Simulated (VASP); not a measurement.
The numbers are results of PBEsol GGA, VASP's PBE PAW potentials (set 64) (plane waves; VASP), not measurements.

VASP input:

**INCAR**
```
! general
SYSTEM =CuAu
PREC   =Accurate
ENCUT  =480
LREAL  =F
LASPH  =T

! electronic loop
EDIFF  =1E-7
NELM   =100
ALGO   =Normal
LMAXMIX=6

! smearing
ISMEAR =1
SIGMA  =0.1

! functional
GGA    =PS

! ions
ISIF   =2

! output
LWAVE  =F
LCHARG =F
```

KPOINTS:
```
kpoints
0
gamma
12 12 10
0 0 0
```

### POSCAR
```
CuAu
2.8262790
  0.9999998809   0.0000000000   0.0000000000
  0.0000000000   0.9999998809   0.0000000000
  0.0000000000   0.0000000000   1.2568780353
Cu Au
1 1
Direct
  0.0000000000   0.0000000000   1.0140754353
  0.5000000000   0.5000000000   0.5000000000
```

POTCAR, in this order: Cu Au (PBE.64 set). Program: vasp_std.

The run wrote:

**OUTCAR**
```
 ion  position               nearest neighbor table
   1  0.000  0.000  0.014-   2 2.64   2 2.64   2 2.64   2 2.64   2 2.71   2 2.71   2 2.71   2 2.71
  LATTYP: Found a simple tetragonal cell.
 ALAT       =     2.8262786633
 C/A-ratio  =     1.2568781850
 Subroutine PRICEL returns:
 Original cell was already a primitive cell.
 Subroutine GETGRP returns: Found  8 space group operations
The static configuration has the point symmetry C_4v.
The dynamic configuration has the point symmetry C_4v.
 Subroutine INISYM returns: Found  8 space group operations
 Subroutine IBZKPT returns following result:
 Found    168 irreducible k-points:

 Following reciprocal coordinates:
            Coordinates               Weight
  0.000000  0.000000  0.000000      1.000000
  0.083333  0.000000  0.000000      4.000000
  0.166667  0.000000  0.000000      4.000000
  0.250000  0.000000  0.000000      4.000000
  0.333333  0.000000  0.000000      4.000000
  0.416667  0.000000  0.000000      4.000000
  0.500000  0.000000  0.000000      2.000000
  0.083333  0.083333  0.000000      4.000000
  0.166667  0.083333  0.000000      8.000000
  0.250000  0.083333  0.000000      8.000000
  0.333333  0.083333  0.000000      8.000000
  0.416667  0.083333  0.000000      8.000000
  0.500000  0.083333  0.000000      4.000000
  0.166667  0.166667  0.000000      4.000000
  0.250000  0.166667  0.000000      8.000000
  0.333333  0.166667  0.000000      8.000000
  0.416667  0.166667  0.000000      8.000000
  0.500000  0.166667  0.000000      4.000000
  0.250000  0.250000  0.000000      4.000000
  0.333333  0.250000  0.000000      8.000000
  0.416667  0.250000  0.000000      8.000000
  0.500000  0.250000  0.000000      4.000000
  0.333333  0.333333  0.000000      4.000000
  0.416667  0.333333  0.000000      8.000000
...
```

**OSZICAR**
```
       N       E                     dE             d eps       ncg     rms          rms(c)
DAV:   1     0.126990499469E+03    0.12699E+03   -0.10878E+04  5231   0.197E+03
DAV:   2    -0.517930304495E+01   -0.13217E+03   -0.12603E+03  5187   0.328E+02
DAV:   3    -0.952490143343E+01   -0.43456E+01   -0.42813E+01  6244   0.703E+01
DAV:   4    -0.957115716136E+01   -0.46256E-01   -0.46228E-01  5701   0.616E+00
DAV:   5    -0.957253833934E+01   -0.13812E-02   -0.13812E-02  7591   0.118E+00    0.130E+01
DAV:   6    -0.899217191368E+01    0.58037E+00   -0.11332E+01  5178   0.101E+02    0.603E+00
DAV:   7    -0.841226756014E+01    0.57990E+00   -0.39549E+00  6323   0.105E+02    0.599E+00
DAV:   8    -0.836413813861E+01    0.48129E-01   -0.26639E-01  7313   0.123E+01    0.300E+00
DAV:   9    -0.835303782134E+01    0.11100E-01   -0.52608E-02  7632   0.690E+00    0.230E-01
DAV:  10    -0.835211168532E+01    0.92614E-03   -0.75736E-03  7739   0.223E+00    0.782E-02
DAV:  11    -0.835212193978E+01   -0.10254E-04   -0.24414E-04  7309   0.441E-01    0.304E-02
DAV:  12    -0.835211467039E+01    0.72694E-05   -0.28045E-05  7317   0.154E-01    0.346E-03
DAV:  13    -0.835211437206E+01    0.29834E-06   -0.11810E-06  7877   0.285E-02    0.357E-03
DAV:  14    -0.835211439318E+01   -0.21126E-07   -0.23627E-07  3669   0.181E-02
   1 F= -.83521144E+01 E0= -.83521834E+01  d E =0.206909E-03
```

**OUTCAR**
```
------------------------ aborting loop because EDIFF is reached ----------------------------------------
  FORCE on cell =-STRESS in cart. coord.  units (eV):
  Direction    XX          YY          ZZ          XY          YZ          ZX
  --------------------------------------------------------------------------------------
  Total        0.1105187      0.1105187      0.0192553      0.0000000     -0.0000000      0.0000000
  in kB        6.2403402      6.2403402      1.0872337      0.0000000     -0.0000000      0.0000000
  external PRESSURE =       4.5226380 kB  Pullay stress =       0.0000000 kB
  volume of cell :       28.38
      direct lattice vectors                 reciprocal lattice vectors
     2.826278663  0.000000000  0.000000000     0.353822152  0.000000000  0.000000000
     0.000000000  2.826278663  0.000000000     0.000000000  0.353822152  0.000000000
     0.000000000  0.000000000  3.552287997     0.000000000  0.000000000  0.281508707
 POSITION                                       TOTAL-FORCE (eV/Angst)
 -----------------------------------------------------------------------------------
      0.00000      0.00000      0.05000         0.000000      0.000000     -0.371890
      1.41314      1.41314      1.77614         0.000000     -0.000000      0.371890
 -----------------------------------------------------------------------------------
    total drift:                               -0.000000      0.000000     -0.000794
  FREE ENERGIE OF THE ION-ELECTRON SYSTEM (eV)
  ---------------------------------------------------
  free  energy   TOTEN  =        -8.3521143932 eV

  energy  without entropy=       -8.3523213018  energy(sigma->0) =       -8.35218336
```
(Selected blocks of OUTCAR.)

File OUTCAR:
```
 val. band max:        8.8854440367   @ k =   0.1667   0.0000   0.3000

 cond. band min:       8.9600408706   @ k =   0.5000   0.1667   0.2000


 Fermi energy:         8.8857828522

 k-point     1 :       0.0000    0.0000    0.0000
  band No.  band energies     occupation
      1      -1.1290      2.00000
      2       2.2084      2.00000
      3       2.3355      2.00000
      4       4.7205      2.00000
      5       4.7205      2.00000
      6       5.7226      2.00000
      7       6.1082      2.00000
      8       6.7906      2.00000
      9       7.2136      2.00000
     10       7.4313      2.00000
     11       7.4313      2.00000
     12      11.5895      0.00000
     13      17.9449      0.00000
     14      18.4713      0.00000
     15      18.4713      0.00000

 k-point     2 :       0.0833    0.0000    0.0000
  band No.  band energies     occupation
      1      -0.9688      2.00000
      2       2.2871      2.00000
      3       2.4257      2.00000
      4       4.6364      2.00000
      5       4.7596      2.00000
      6       5.6597      2.00000
      7       6.1315      2.00000
      8       6.7736      2.00000
      9       7.1343      2.00000
     10       7.2065      2.00000
     11       7.3945      2.00000
     12      12.0300      0.00000
     13      17.0623      0.00000
     14      18.3644      0.00000
     15      18.7556      0.00000

 k-point     3 :       0.1667    0.0000    0.0000
  band No.  band energies     occupation
      1      -0.5075      2.00000
      2       2.4566      2.00000
      3       2.7393      2.00000
      4       4.3987      2.00000
      5       4.8728      2.00000
      6       5.4824      2.00000
      7       6.1716      2.00000
      8       6.6966      2.00000
      9       6.8179      2.00000
     10       6.9428      2.00000
     11       7.2870      2.00000
     12      13.1142      0.00000
     13      15.1026      0.00000
     14      18.3342      0.00000
     15      19.5588      0.00000
...
```

Unless said otherwise, spin-orbit coupling is left out, though it shifts the bands of the heavy elements here.

The compound is CuAu in the L1_0 structure. This cell was strained or had an atom moved on purpose.
